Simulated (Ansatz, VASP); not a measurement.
**Cross-check of SiH2C (H-SiC-H chair monolayer) between VASP and Ansatz**

Wanted: the spread between two codes on one cell, functional and k mesh. Of the first pair: The structure shown is the start of the Ansatz relaxation below; VASP solves that cell, so the two are compared at the walk's first step.

Main program and level: Ansatz 0.2.0; plane waves, with VASP 6.6.1 beside it; PBE with D3(BJ).

### Step 1. The structure

The cell holds 4 atoms: 2 H, 1 C and 1 Si. Its edges and angles: a = 3.086 Å, b = 3.085 Å, c = 37.213 Å, α = 90.0°, β = 90.0°, γ = 120.0°. Vacuum lies along c.

### Step 2. Ansatz: relaxation, PBE with D3(BJ)

Ansatz runs on its default PAW (the set named soft_2) files.

The two programs are compared at the cell with which this relaxation starts, whose forces are those of its first step.

input.yaml

```yaml
crystal:
  lattice:
    - [3.0855, 0.0, 0.0]
    - [-1.54275, 2.6721213834, 0.0]
    - [0.0, 0.0, 37.2133333312]
  atoms:
    - { symbol: H, position: [0.6666666667, 0.3333333333, 0.458169115] }
    - { symbol: C, position: [0.6666666667, 0.3333333333, 0.4869222501] }
    - { symbol: Si, position: [0.3333333333, 0.6666666667, 0.5036725188] }
    - { symbol: H, position: [0.3333333333, 0.6666666667, 0.541830885] }
  periodic: [true, true, false]
kpoints:
  mp_grid: { grid: [12, 12, 1] }
hamiltonian:
  xc: pbe
  dispersion: d3bj
scf:
  occupations: { method: fermi_dirac, width: 0.05 }
  convergence: { dr2_threshold: 1.0e-09 }
relax:
  f_tol: 0.004
  max_steps: 90
  cell: {}
output:
  write_potential: true
  write_density: true
  volumetric_format: npy
```

Launch:

```console
$ ansatz run input.yaml --threads 2 --pin off --max-ram 3072MiB --backend cpu --events-out ev --progress --plain --runs-dir out
```

Numbers of over 12 decimals in the logs are rounded to 6 here.

The program printed:

```text
Warning: relax.cell: scf.convergence.dr2_threshold = 1e-9 eV is looser than the 2.32612896704e-10 eV advised for a relaxation that steers and ends on the stress (1e-10 eV for each atom of the cell: 4, times the square of relax.cell.stress_2d_tol = 0.05 N/m over 13.1 Å (the atoms' height at the walk's start and 5 Å past either face), 3.813e-2 GPa, over a crystal's default 0.05). What an SCF threshold leaves in a stress goes as its square root, and in the free energy as the threshold itself, and one threshold admits the most on a small cell: [figures from the program's tests cut] Set scf.convergence.dr2_threshold to 2.32612896704e-10 eV or tighter. [rest of the remark cut]
Engine: ansatz 0.2.0, aarch64-unknown-linux-gnu
Pseudopotentials: kind: paw
Pseudopotential: H, paw, valence charge 1, recommended cutoff 420 eV (normal), H.paw.azcp
Pseudopotential: C, paw, valence charge 4, recommended cutoff 420 eV (normal), C.paw.azcp
Pseudopotential: Si, paw, valence charge 4, recommended cutoff 420 eV (normal), Si.paw.azcp
Functional definition: PBE
  parameter kappa = 0.804
  parameter beta = 0.066725
  exchange = pbe_x(kappa = kappa, mu = beta*pi^2/3)
  correlation = pbe_c(beta = beta)
Crystal: 4 atoms, lattice volume = 306.818 Å³
Basis set: ecut = 420 eV, 5981 PW (Γ), exchange–correlation on 48×48×500 points (8 copies of the dense FFT grid, shifted against one another)
Bands: 9, of which v1, the nominal top of the filled ones, is band 5 counted from 1 (4 counted from 0)
Symmetry: 6 space group operations
Space group: P3m1 (ITA 156), of the structure as read, at distance tolerance 6.7e-5 Å
k-points: 19 of 144 (time reversal used)
Non-local potential: H, projectors of the file, l = 0: 2, l = 1: 1
Non-local potential: C, projectors of the file, l = 0: 2, l = 1: 2, l = 2: 1
Non-local potential: Si, projectors of the file, l = 0: 2, l = 1: 2, l = 2: 2
PAW form: soft (Blöchl's): semilocal exchange-correlation on the pseudo side does not see the compensation charge
PAW one-centre angular grid: H, 110 points (default); XC on 64 Gauss nodes
PAW one-centre angular grid: C, 110 points (default); XC on 64 Gauss nodes
PAW one-centre angular grid: Si, 110 points (default); XC on 64 Gauss nodes
Initial density: superposition of atomic densities (neutral atoms: chi_scale 0, normalization atom), corrected by the library's trained network
Initial wavefunctions: pseudopotential atomic-orbital guess
Functional: x = pbe(κ = 0.804, μ = 0.219515), c = pbe(β = 0.066725)
SCF iter   1: F=—  HF=-919.257996 eV  |F-HF|=—  |Δ(HF+E_count)|=         —  Δρ=1.33e-3  dr2=1.24e-2  ethr=1.77e-3  ⟨swp⟩=11.1  Hψ=2178  notcnv=0
preconditioner: auto → Resta (q_TF=auto, 1.542 Å⁻¹)  ε∞=1.3  [insulator: Δε(μ)=3.690 eV  Ē_g=11.686 eV  σ=0.050 eV  W_gap=1.00  n_scr=18 (ndim 8)  ℏωp=6.7 eV  f_vac=0.824  D(μ)=0.00/eV (n_scr^D=0)  ε∞_Penn≈1.3  vacuum switching on, ρ_ref=9.9e-3 e/Å³]
SCF iter   2: F=—  HF=-919.259411 eV  |F-HF|=—  |Δ(HF+E_count)|=   1.41e-3  Δρ=5.04e-4  dr2=4.54e-3  ethr=1.24e-4  ⟨swp⟩=4.0  Hψ=538  notcnv=0
SCF iter   3: F=—  HF=-919.259026 eV  |F-HF|=—  |Δ(HF+E_count)|=   3.85e-4  Δρ=3.40e-4  dr2=8.51e-4  ethr=4.54e-5  ⟨swp⟩=3.4  Hψ=347  notcnv=0
SCF iter   4: F=—  HF=-919.259095 eV  |F-HF|=—  |Δ(HF+E_count)|=   6.99e-5  Δρ=1.65e-4  dr2=1.99e-4  ethr=8.51e-6  ⟨swp⟩=2.8  Hψ=293  notcnv=0
SCF iter   5: F=—  HF=-919.259125 eV  |F-HF|=—  |Δ(HF+E_count)|=   2.97e-5  Δρ=5.07e-5  dr2=1.39e-5  ethr=1.99e-6  ⟨swp⟩=2.8  Hψ=328  notcnv=0
SCF iter   6: F=—  HF=-919.259149 eV  |F-HF|=—  |Δ(HF+E_count)|=   2.39e-5  Δρ=1.02e-5  dr2=2.97e-7  ethr=1.39e-7  ⟨swp⟩=2.9  Hψ=336  notcnv=0
SCF iter   7: F=—  HF=-919.259140 eV  |F-HF|=—  |Δ(HF+E_count)|=   9.56e-6  Δρ=4.17e-6  dr2=5.53e-8  ethr=2.97e-9  ⟨swp⟩=2.7  Hψ=302  notcnv=0
SCF iter   8: F=—  HF=-919.259140 eV  |F-HF|=—  |Δ(HF+E_count)|=   1.40e-8  Δρ=9.93e-7  dr2=2.99e-9  ethr=5.53e-10  ⟨swp⟩=2.7  Hψ=314  notcnv=0
SCF iter   9: F=-919.259140 eV  HF=-919.259140 eV  |F-HF|=1.27e-10  |Δ(HF+E_count)|=  4.25e-10  Δρ=2.93e-7  dr2=2.51e-10  ethr=1.00e-11  ⟨swp⟩=10.8  Hψ=1130  notcnv=0
SCF 1 converged in 9 iterations: F = -919.259140 eV  dr2 = 2.51e-10
  greatest PAW one-centre occupation: 0.649 electrons in one spin orbital (limit 2), on the C atom at site 1 (counted from 0), in its partial waves of l = 0
[...]
preconditioner: auto → Resta (q_TF=auto, 1.538 Å⁻¹)  ε∞=1.3  [insulator: Δε(μ)=3.672 eV  Ē_g=11.409 eV  σ=0.050 eV  W_gap=1.00  n_scr=18 (ndim 8)  ℏωp=6.7 eV  f_vac=0.833  D(μ)=0.00/eV (n_scr^D=0)  ε∞_Penn≈1.3  vacuum switching on, ρ_ref=9.4e-3 e/Å³]
SCF iter   2: F=—  HF=-919.347367 eV  |F-HF|=—  |Δ(HF+E_count)|=   1.08e-3  Δρ=5.45e-4  dr2=4.87e-4  ethr=4.34e-5  ⟨swp⟩=2.7  Hψ=301  notcnv=0
SCF iter   3: F=—  HF=-919.347303 eV  |F-HF|=—  |Δ(HF+E_count)|=   6.31e-5  Δρ=1.93e-4  dr2=9.48e-5  ethr=4.87e-6  ⟨swp⟩=3.1  Hψ=313  notcnv=0
SCF iter   4: F=—  HF=-919.347253 eV  |F-HF|=—  |Δ(HF+E_count)|=   5.06e-5  Δρ=4.57e-5  dr2=1.24e-5  ethr=9.48e-7  ⟨swp⟩=2.6  Hψ=277  notcnv=0
SCF iter   5: F=—  HF=-919.347250 eV  |F-HF|=—  |Δ(HF+E_count)|=   3.31e-6  Δρ=2.06e-5  dr2=1.06e-6  ethr=1.24e-7  ⟨swp⟩=2.5  Hψ=272  notcnv=0
SCF iter   6: F=—  HF=-919.347237 eV  |F-HF|=—  |Δ(HF+E_count)|=   1.28e-5  Δρ=4.16e-6  dr2=4.77e-8  ethr=1.06e-8  ⟨swp⟩=2.8  Hψ=292  notcnv=0
SCF iter   7: F=—  HF=-919.347237 eV  |F-HF|=—  |Δ(HF+E_count)|=   3.63e-8  Δρ=6.68e-7  dr2=1.37e-9  ethr=4.77e-10  ⟨swp⟩=2.8  Hψ=280  notcnv=0
SCF iter   8: F=-919.347237 eV  HF=-919.347237 eV  |F-HF|=1.73e-11  |Δ(HF+E_count)|=   3.97e-9  Δρ=1.08e-7  dr2=3.00e-11  ethr=1.00e-11  ⟨swp⟩=10.7  Hψ=1144  notcnv=0
SCF 3 converged in 8 iterations: F = -919.347237 eV  dr2 = 3.00e-11
  greatest PAW one-centre occupation: 0.646 electrons in one spin orbital (limit 2), on the C atom at site 1 (counted from 0), in its partial waves of l = 0
relax step   3: F+E_penalty+E_count = -919.34723680 eV  Δ(F+E_penalty+E_count) = -1.026e-2 eV  max|allowed force component| = 1.124e-1 eV/Å  Δτ_max = 0.0249 Å  P = -0.009 N/m  Ω = 311.485 Å³  energy of the carried Pulay correction = -1.045e-3 eV  fix = [c, alpha, beta]  reactions: c -0.000 N/m  (8 SCF iters, accepted)
[...]
relax step   4: F+E_penalty+E_count = -919.34736504 eV  Δ(F+E_penalty+E_count) = -1.282e-4 eV  max|allowed force component| = 3.886e-3 eV/Å  Δτ_max = 0.0026 Å  P = -0.032 N/m  Ω = 311.743 Å³  energy of the carried Pulay correction = -1.103e-3 eV  fix = [c, alpha, beta]  reactions: c -0.000 N/m  (6 SCF iters, accepted)
[...]
relax step   5: F+E_penalty+E_count = -919.34849703 eV  Δ(F+E_penalty+E_count) = -1.132e-3 eV  max|allowed force component| = 3.636e-3 eV/Å  Δτ_max = 0.0000 Å  P = -0.015 N/m  Ω = 311.743 Å³  fix = [c, alpha, beta]  reactions: c -0.000 N/m  stress off target by 1.52e-2 N/m on what of the cell is left free  SCF on the basis re-selected at this cell (its energy is not comparable with the rows above)  (7 SCF iters)
basis re-selected at this cell: Δ(F+E_penalty+E_count) = -1.132e-3 eV, ΔP = +0.017 N/m vs the last step (what re-selecting the basis moved, of the pressure what is left beyond the Pulay correction that the steps carried, after the strain that the cell walked since its last selection, with what the two solves' SCF thresholds leave and, on support functions, any second-order correction that the steps lacked; it is no m [...]
SCF converged after 7 iterations
an eigenvalue changed by more than its tolerance at an iteration that met the thresholds in force, so the SCF went on 2 times, its first undamped step at iteration 6: the last check found none over its tolerance
Free energy (F): -919.348497 eV
Harris-Foulkes:  -919.348497 eV  (|F-HF|=3.52e-12)
Internal energy: -919.348497 eV  (E = F + TS)
E sigma→0 (E₀):  -919.348497 eV
Fermi energy:    -3.472006 eV
--- Per-component energies (eV) ---
  E_band       = -105.866654
  E_kinetic    = 161.120048
  E_local      = -9124.609316  (includes V_loc(G=0)·N_el)
  E_nonlocal   = 55.579400
  E_hartree    = 4471.869017
  E_xc         = -122.432677
  E_vxc        = -131.024189  (∫ρ·V_xc dr)
  E_paw        = -613.284643  (= ΣΔE_a)
  E_vpaw       = -10.668105  (= ΣTr[D̂ρ^β])
  E_aug_tail   = -0.002565  (compensation charges beyond the density's cutoff)
  E_ewald      = 4252.755339
  E_disp       = -0.343100  (pairwise vdW)
  E_smearing   = -0.000000  (= −TS)
  E_closure    = 0.000000  (closes the sum)
  Σ components = -919.348497   (vs F -919.348497, Δ=0.00e0)
--- Forces (eV/Å), atoms counted from 1 ---
  atom   1  H      0.00000000    -0.00000000     0.00166729
  atom   2  C     -0.00000000     0.00000000    -0.00146598
  atom   3  Si     0.00000000    -0.00000000    -0.00363668
  atom   4  H      0.00000000     0.00000000     0.00343356
  max |Σ_I F_I| component: 1.81e-6 eV/Å
--- 2D stress c σ (N/m, compression-positive) ---
       -0.015185      -0.000000       0.000000
       -0.000000      -0.015185       0.000000
        0.000000       0.000000      -0.000000
  P = ½ c Tr σ = -0.0152 N/m
--- Band table (eV; the first three rows and the last of 19) ---
  k-point 0: bands = ["-18.8000", "-12.4128", "-7.7493", "-5.3544", "-5.3544", "-1.6125 (-1.6126°)", "-0.7074", "-0.1538", "0.2580"]
  k-point 1: bands = ["-18.6930", "-12.3340", "-7.7158", "-5.9120", "-5.5004", "-1.4844 (-1.4844°)", "-0.5643", "-0.0110", "0.3697"]
  k-point 2: bands = ["-18.3778", "-12.1158", "-7.6838", "-7.1066", "-5.8594", "-1.1212 (-1.1212°)", "-0.1378", "0.4099", "0.5863"]
  k-point 18: bands = ["-15.8372", "-12.0666", "-9.8817", "-9.2946", "-7.5002", "-0.0961", "1.8679", "1.9404", "4.1610"]
  ° read free of the cell's end (the report's vacuum.weakly_bound_levels)
--- Relaxed structure (4 steps of the walk, 4 accepted, 1 SCFs on fresh bases) ---
  F+E_penalty+E_count = -919.34849703 eV   max|allowed force component| = 3.636e-3 eV/Å   (the final SCF, on the basis selected at the relaxed cell)
  cell:  # Å, volume = 311.7434 Å³
    - [3.110169, 0.0, 0]
    - [-1.555085, 2.693485, 0]
    - [0, 0, 37.2133333312]
  atoms:
    - { symbol: H, position: [0.666667, 0.333333, 0.457554] }
    - { symbol: C, position: [0.666667, 0.333333, 0.487280] }
    - { symbol: Si, position: [0.333333, 0.666667, 0.502788] }
    - { symbol: H, position: [0.333333, 0.666667, 0.542973] }
```

### Step 3. VASP: single point, PBE with D3(BJ), start cell, pair 1

The same cell, functional, mesh and smearing now go to VASP, with its own data sets.

Lines of VASP's logs that name or quote its potential files are left out, and so is its time.

INCAR

```
SYSTEM = SiH2C
PREC = Accurate
ENCUT = 520
EDIFF = 1E-06
NELM = 120
ISMEAR = -1
SIGMA = 0.05
LREAL = .FALSE.
ALGO = Normal
GGA = PE
IVDW = 12
NBANDS = 11
LORBIT = 11
LWAVE = .FALSE.
LCHARG = .FALSE.
ISIF = 2
LDIPOL = .TRUE.
IDIPOL = 3
DIPOL = 0.5 0.5 0.498
LVHAR = .TRUE.
LASPH = .TRUE.
GGA_COMPAT = .FALSE.
EFERMI = MIDGAP
NELMDL = -8
```

POSCAR

```
SiH2C
1.0
    3.0855000000      0.0000000000      0.0000000000
   -1.5427500000      2.6721210000      0.0000000000
    0.0000000000      0.0000000000     37.2133330000
H C Si
2 1 1
Direct
    0.6666666667      0.3333333333      0.4581691191
    0.3333333334      0.6666666666      0.5418308809
    0.6666666667      0.3333333333      0.4869222545
    0.3333333334      0.6666666666      0.5036725144
```

KPOINTS

```
Automatic mesh
0
Gamma
12 12 1
0 0 0
```

Potentials, in the order of the species: H, C and Si (PBE family, release 64).

Launch:

```console
$ mpirun -np 1 vasp_std
```

The program printed:

```text
[banner, memory and clock lines left out]
running    1 mpi-ranks, on    1 nodes
 distrk:  each k-point on    1 cores,    1 groups
 distr:  one band on    1 cores,    1 groups

 POSCAR found type information on POSCAR H C Si
 POSCAR found :  3 types and       4 ions
 LDA part: xc-table for (Slater+PW92), standard interpolation
 POSCAR, INCAR and KPOINTS ok, starting setup
 FFT: planning ... GRIDC
 FFT: planning ... GRID_SOFT
 FFT: planning ... GRID
 WAVECAR not read
 entering main loop
       N       E                     dE             d eps       ncg     rms          rms(c)
DAV:   1     0.719716085777E+02    0.71972E+02   -0.30772E+03   426   0.582E+02
DAV:   2    -0.139846833837E+02   -0.85956E+02   -0.71394E+02   650   0.109E+02
DAV:   3    -0.243910201278E+02   -0.10406E+02   -0.10386E+02   538   0.545E+01
DAV:   4    -0.247508722348E+02   -0.35985E+00   -0.35899E+00   680   0.123E+01
DAV:   5    -0.247546370078E+02   -0.37648E-02   -0.37606E-02   610   0.997E-01
DAV:   6    -0.247546485658E+02   -0.11558E-04   -0.11558E-04   650   0.692E-02
DAV:   7    -0.247546487061E+02   -0.14033E-06   -0.14032E-06   645   0.652E-03
DAV:   8    -0.247546487069E+02   -0.76034E-09   -0.76642E-09   631   0.475E-04    0.996E+00
DAV:   9    -0.221892232954E+02    0.25654E+01   -0.67029E+00   510   0.150E+01    0.479E+00
DAV:  10    -0.219505465349E+02    0.23868E+00   -0.15813E+00   568   0.700E+00    0.215E+00
DAV:  11    -0.218630653786E+02    0.87481E-01   -0.20180E-01   608   0.266E+00    0.467E-01
DAV:  12    -0.218449070151E+02    0.18158E-01   -0.36403E-02   675   0.117E+00    0.207E-01
DAV:  13    -0.218416294038E+02    0.32776E-02   -0.44717E-03   632   0.374E-01    0.137E-01
DAV:  14    -0.218365136237E+02    0.51158E-02   -0.42869E-03   650   0.343E-01    0.619E-02
[...]
DAV:  20    -0.218381144465E+02   -0.29414E-03   -0.41147E-05   503   0.279E-02    0.256E-03
DAV:  21    -0.218381581987E+02   -0.43752E-04   -0.24419E-06   603   0.832E-03    0.193E-03
DAV:  22    -0.218381988303E+02   -0.40632E-04   -0.19019E-06   506   0.533E-03    0.858E-04
DAV:  23    -0.218382236744E+02   -0.24844E-04   -0.10369E-06   544   0.362E-03    0.474E-04
DAV:  24    -0.218382341053E+02   -0.10431E-04   -0.17887E-07   542   0.162E-03    0.336E-04
DAV:  25    -0.218382373586E+02   -0.32533E-05   -0.21895E-08   564   0.668E-04    0.160E-04
DAV:  26    -0.218382386962E+02   -0.13376E-05   -0.34152E-09   515   0.283E-04    0.645E-05
DAV:  27    -0.218382393268E+02   -0.63055E-06   -0.44091E-09   453   0.240E-04
   1 F= -.22188039E+02 E0= -.22188039E+02  d E =-.206962E-16
```

[end of part 1 of 2]

[Lines on the potential files, build, host, timing and source positions are cut from VASP's logs without a mark.]

[Logs are printed without paths, hosts, clocks, repeated set-up lines and the standing remarks that a program may print on its own settings, such as how far it seeks lower states.]

[Hosts, paths, dates, database ids (printed as entryN), source tags and the programs' standing remarks are cut or masked in the printed files.]
